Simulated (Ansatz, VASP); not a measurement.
# LuCrO3: VASP beside Ansatz

One calculation is typed for both programs; each brings its own data sets. How far apart do they land? The structure shown is the end of the Ansatz relaxation below.

Main program and level: Ansatz 0.2.0; plane waves, with VASP 6.6.1 beside it; single point at PBEsol, DFT+U.

In doubt: warnings of the run leave room for a lower electronic state (step 2), so energies may not be the lowest and differences between runs may mislead.

## (1) The structure

Symmetry: Pnma, No. 62, orthorhombic system. Conventional cell: a = 5.517 Å, b = 7.520 Å, c = 5.182 Å, α = 90.00°, β = 90.00°, γ = 90.00°. Lu has 8 O at 2.18 to 2.68 Å nearest. Cr has 6 O at 1.99 to 2.00 Å nearest. Nearest to O lie 2 Cr at 2.00 Å and 2 Lu at 2.18 to 2.24 Å. Nearest to O lie 2 Cr at 1.99 to 2.00 Å and 3 Lu at 2.22 to 2.68 Å. Farther neighbours and most contacts between anions are not listed.

## (2) Ansatz: relaxation, PBEsol, DFT+U

Ansatz runs on its default PAW (the set named soft_2) files.

This run makes the geometry at which the two programs are then compared.

The input, input.yaml:

```yaml
crystal:
  lattice:
    - [5.5266305801, 0.0, 0.0]
    - [0.0, 7.5106403134, 0.0]
    - [0.0, 0.0, 5.1801095319]
  atoms:
    - { symbol: Lu, position: [0.9280339266, 0.75, 0.0223025627] }
    - { symbol: Lu, position: [0.4280339266, 0.75, 0.4776974373] }
    - { symbol: Lu, position: [0.5719660734, 0.25, 0.5223025627] }
    - { symbol: Lu, position: [0.0719660734, 0.25, 0.9776974373] }
    - { symbol: Cr, position: [0.5, 0.0, 0.0], spin: -2.68 }
    - { symbol: Cr, position: [0.5, 0.5, 0.0], spin: -2.68 }
    - { symbol: Cr, position: [0.0, 0.0, 0.5], spin: -2.68 }
    - { symbol: Cr, position: [0.0, 0.5, 0.5], spin: -2.68 }
    - { symbol: O, position: [0.4540328754, 0.25, 0.1213809557] }
    - { symbol: O, position: [0.194607193, 0.561303654, 0.1886375596] }
    - { symbol: O, position: [0.194607193, 0.938696346, 0.1886375596] }
    - { symbol: O, position: [0.694607193, 0.561303654, 0.3113624404] }
    - { symbol: O, position: [0.694607193, 0.938696346, 0.3113624404] }
    - { symbol: O, position: [0.9540328754, 0.25, 0.3786190443] }
    - { symbol: O, position: [0.0459671246, 0.75, 0.6213809557] }
    - { symbol: O, position: [0.305392807, 0.061303654, 0.6886375596] }
    - { symbol: O, position: [0.305392807, 0.438696346, 0.6886375596] }
    - { symbol: O, position: [0.805392807, 0.061303654, 0.8113624404] }
    - { symbol: O, position: [0.805392807, 0.438696346, 0.8113624404] }
    - { symbol: O, position: [0.5459671246, 0.75, 0.8786190443] }
kpoints:
  mp_grid: { grid: [6, 4, 6] }
hamiltonian:
  xc: pbesol
  hubbard:
    sites: [{ species: Cr, l: d, u_eff: 3.7 }]
    projectors: ortho-atomic
scf:
  occupations: { method: gaussian, width: 0.02 }
output:
  forces: true
  stress: true
  eigenvalues: true
  populations: true
magnetization:
  spin_polarized: true
relax:
  adjacent_minimum: "off"
  f_tol: 0.001
  max_steps: 60
  cell: { stress_tol: 0.01, fix: [volume] }
```

Started as:

```console
$ ansatz run input.yaml --threads 16 --pin off --max-ram 61440MiB --backend cuda --events-out ev --progress --plain --runs-dir out --max-vram 78GiB
```

The program printed:

```text
Engine: ansatz 0.2.0, aarch64-unknown-linux-gnu
Pseudopotentials: kind: paw
Pseudopotential: Lu, paw, valence charge 25, recommended cutoff 420 eV (normal), Lu.paw.azcp
Pseudopotential: Cr, paw, valence charge 14, recommended cutoff 420 eV (normal), Cr.paw.azcp
Pseudopotential: O, paw, valence charge 6, recommended cutoff 420 eV (normal), O.paw.azcp
Functional definition: PBEsol
  exchange = pbesol_x
  correlation = pbesol_c
device memory: the entry about to start is reckoned to put 20.0 GiB on a device that reports 161.0 GiB free (of which the cap on the GPU budget leaves the run 78.0 GiB)
GPU FFT provider: cuFFT
GPU libraries: cuBLAS 13.8.1, cuFFT 12.4.0, cuSOLVER 12.3.2
GPU matrix products: emulated (plane waves: as basis.precision tells), large ones in fixed point in workspaces of 1.00 GiB
[...]
Basis set: ecut = 420 eV, 4207 PW (Γ), exchange–correlation on 80×108×72 points (8 copies of the dense FFT grid, shifted against one another)
[...]
k-points: 48 of 144
[...]
14      O      6.6741     0.0087
    15      O      6.6892    -0.0019
    16      O      6.6892    -0.0019
    17      O      6.6892    -0.0019
    18      O      6.6892    -0.0019
    19      O      6.6741     0.0087
  spilling = 0.003196 (of n_electrons = 228.000000)
```

## (3) VASP: single point, PBEsol, DFT+U

The same cell, functional, mesh and smearing now go to VASP, with its own data sets.

Lines of VASP's logs that name or quote its potential files are left out, and so is its time.

The input, INCAR:

```
SYSTEM = LuCrO3
PREC = Accurate
ENCUT = 600
EDIFF = 1E-06
NELM = 200
ISMEAR = 0
SIGMA = 0.02
LREAL = .FALSE.
ALGO = Normal
GGA = PS
NBANDS = 114
ISPIN = 2
MAGMOM = -0.01 -0.01 -0.01 -0.01 -2.45 -2.45 -2.45 -2.45 0.01 0 0 0 0 0.01 0.01 0 0 0 0 0.01
LDAU = .TRUE.
LDAUTYPE = 2
LDAUL = -1 2 -1
LDAUU = 0 3.7 0
LDAUJ = 0 0 0
LDAUPRINT = 1
LASPH = .TRUE.
LMAXMIX = 4
LORBIT = 11
LWAVE = .FALSE.
LCHARG = .FALSE.
ISIF = 2
GGA_COMPAT = .FALSE.
KPAR = 4
```

The input, POSCAR:

```
LuCrO3
1.0
    5.5174693758      0.0000000000      0.0000000000
    0.0000000000      7.5196574618      0.0000000000
    0.0000000000      0.0000000000      5.1824885755
Lu Cr O
4 4 12
Direct
    0.9289008522      0.7500000000      0.0223507956
    0.4289008522      0.7500000000      0.4776492044
    0.5710991478      0.2500000000      0.5223507956
    0.0710991478      0.2500000000      0.9776492044
    0.5000000000      0.0000000000      0.0000000000
    0.5000000000      0.5000000000      0.0000000000
    0.0000000000      0.0000000000      0.5000000000
    0.0000000000      0.5000000000      0.5000000000
    0.4532069983      0.2500000000      0.1216462486
    0.1951158212      0.5619232575      0.1897169160
    0.1951158212      0.9380767425      0.1897169160
    0.6951158212      0.5619232575      0.3102830840
    0.6951158212      0.9380767425      0.3102830840
    0.9532069983      0.2500000000      0.3783537514
    0.0467930017      0.7500000000      0.6216462486
    0.3048841788      0.0619232575      0.6897169160
    0.3048841788      0.4380767425      0.6897169160
    0.8048841788      0.0619232575      0.8102830840
    0.8048841788      0.4380767425      0.8102830840
    0.5467930017      0.7500000000      0.8783537514
```

The input, KPOINTS:

```
Automatic mesh
0
Gamma
6 4 6
0 0 0
```

Potentials, in the order of the species: Lu_3, Cr_pv and O (PBE family, release 64).

Started as:

```console
$ mpirun -np 4 vasp_std
```

The program printed:

```text
[banner, memory and clock lines left out]
running    4 mpi-ranks, on    1 nodes
 distrk:  each k-point on    1 cores,    4 groups
 distr:  one band on    1 cores,    1 groups

 POSCAR found type information on POSCAR LuCrO
 POSCAR found :  3 types and      20 ions
|                                                                             |
|               ----> ADVICE to this user running VASP <----                  |
|                                                                             |
|     You have a (more or less) 'large supercell' and for larger cells it     |
|     might be more efficient to use real-space projection operators.         |
|     Therefore, try LREAL= Auto in the INCAR file.                           |
|     Mind: For very accurate calculation, you might also keep the            |
|     reciprocal projection scheme (i.e. LREAL=.FALSE.).                      |
|                                                                             |

|                                                                             |
|               ----> ADVICE to this user running VASP <----                  |
|                                                                             |
|     You enforced a specific xc type in the INCAR file but a different       |
|     [... a line on the potential file left out ...]
|     I HOPE YOU KNOW WHAT YOU ARE DOING!                                     |
|                                                                             |

 LDA part: xc-table for (Slater+PW92), standard interpolation
 POSCAR, INCAR and KPOINTS ok, starting setup
 FFT: planning ... GRIDC
 FFT: planning ... GRID_SOFT
 FFT: planning ... GRID
 WAVECAR not read
 entering main loop
       N       E                     dE             d eps       ncg     rms          rms(c)
DAV:   1     0.244017248346E+04    0.24402E+04   -0.72550E+04 37256   0.187E+03
DAV:   2     0.270620071212E+03   -0.21696E+04   -0.20286E+04 37758   0.741E+02
DAV:   3    -0.135288231156E+03   -0.40591E+03   -0.36254E+03 43224   0.325E+02
DAV:   4    -0.190976291145E+03   -0.55688E+02   -0.53146E+02 43588   0.138E+02
DAV:   5    -0.194075644756E+03   -0.30994E+01   -0.29806E+01 39116   0.398E+01    0.709E+01
DAV:   6    -0.172510805172E+03    0.21565E+02   -0.15008E+02 38802   0.624E+01    0.521E+01
DAV:   7    -0.171857883423E+03    0.65292E+00   -0.30022E+01 36272   0.425E+01    0.371E+01
DAV:   8    -0.172624549179E+03   -0.76667E+00   -0.57374E+00 35704   0.135E+01    0.180E+01
DAV:   9    -0.172440076275E+03    0.18447E+00   -0.88678E-01 38328   0.768E+00    0.289E+00
DAV:  10    -0.172485454848E+03   -0.45379E-01   -0.35170E-01 35992   0.287E+00    0.914E-01
DAV:  11    -0.172488246653E+03   -0.27918E-02   -0.34969E-02 39040   0.142E+00    0.610E-01
DAV:  12    -0.172488863883E+03   -0.61723E-03   -0.72459E-03 42304   0.408E-01    0.308E-01
DAV:  13    -0.172488927449E+03   -0.63566E-04   -0.10980E-03 39248   0.138E-01    0.120E-01
DAV:  14    -0.172488944136E+03   -0.16686E-04   -0.21105E-04 39408   0.778E-02    0.423E-02
DAV:  15    -0.172488951749E+03   -0.76132E-05   -0.39460E-05 36248   0.278E-02    0.214E-02
DAV:  16    -0.172488952041E+03   -0.29228E-06   -0.40919E-06 24728   0.142E-02
   1 F= -.17248895E+03 E0= -.17248895E+03  d E =-.410988E-40  mag=   -12.0003
```

(Continued in part 2 of 2.)

[Lines on the potential files, build, host, timing and source positions are cut from VASP's logs without a mark.]

[Logs are printed without paths, hosts, clocks, repeated set-up lines and the standing remarks that a program may print on its own settings, such as how far it seeks lower states.]

[Hosts, paths, dates, database ids (printed as entryN), source tags and the programs' standing remarks are cut or masked in the printed files.]
